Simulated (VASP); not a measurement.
Runs of VASP 6.6.1 on HfC. The structure is cubic, space group Fm-3m (No. 225). Conventional cell: a = 4.634 Å, b = 4.634 Å, c = 4.634 Å, α = 90.00°, β = 90.00°, γ = 90.00°. Hf (site symmetry m-3m) has 6 C at 2.32 Å as nearest neighbours. C (site symmetry m-3m) is surrounded by 6 Hf at 2.32 Å. The cell is a database's computed one.

```csv
task,level,potentials or basis,cell,k mesh,cutoff (eV),mesh quality,gap on the mesh (eV),pressure (GPa),relaxed volume (Å³/atom)
relaxation of cell and atoms,PBE+D3(BJ),"VASP PAW PBE potentials, release 64 (Hf_pv, C)",relaxed,16 × 16 × 16,600,not flagged,none,0.0,12.29
relaxation of cell and atoms,LDA,"VASP PAW LDA potentials, release 64 (Hf_pv, C)",relaxed,16 × 16 × 16,600,not flagged,none,0.0,(b)
relaxation of cell and atoms,PBEsol,"VASP PAW PBE potentials, release 64 (Hf_pv, C_s)",relaxed,16 × 16 × 16,480,not flagged,none,-0.1,12.21
relaxation of cell and atoms,PBEsol,"VASP PAW PBE potentials, release 64 (Hf_pv, C)",relaxed,6 × 6 × 6,600,coarse,none,0.0,12.21
relaxation of cell and atoms,PBEsol,"VASP PAW PBE potentials, release 64 (Hf, C)",relaxed,16 × 16 × 16,580,not flagged,none,0.0,(a)
relaxation of cell and atoms,RPBE,"VASP PAW PBE potentials, release 64 (Hf_pv, C)",relaxed,16 × 16 × 16,600,not flagged,none,-0.1,12.76
single point,PBEsol,"VASP PAW PBE potentials, release 64 (Hf_pv, C)",as given,16 × 16 × 16,520,not flagged,none,-4.6,-
relaxation of cell and atoms,PBEsol,"VASP PAW PBE potentials, release 64 (Hf_pv, C)",relaxed,16 × 16 × 16,600,not flagged,none,0.0,12.21
```

Alike in all rows: no spin polarisation; smearing gaussian 0.1 eV.

Question: Fill in the values left out.

Answer: (a) 12.24; (b) 11.98.

Caveats: some runs use coarse meshes; the PAW data sets were made with another functional, which shifts forces and pressure a little (some runs); pairwise dispersion overbinds metals, which lowers pressure and volume (some runs).

A k mesh can miss the band edges, and the runs leave out spin-orbit coupling on Hf.

A gap of «none» marks a metal or a gap under the smearing width.

Not every run made on this cell is shown here.
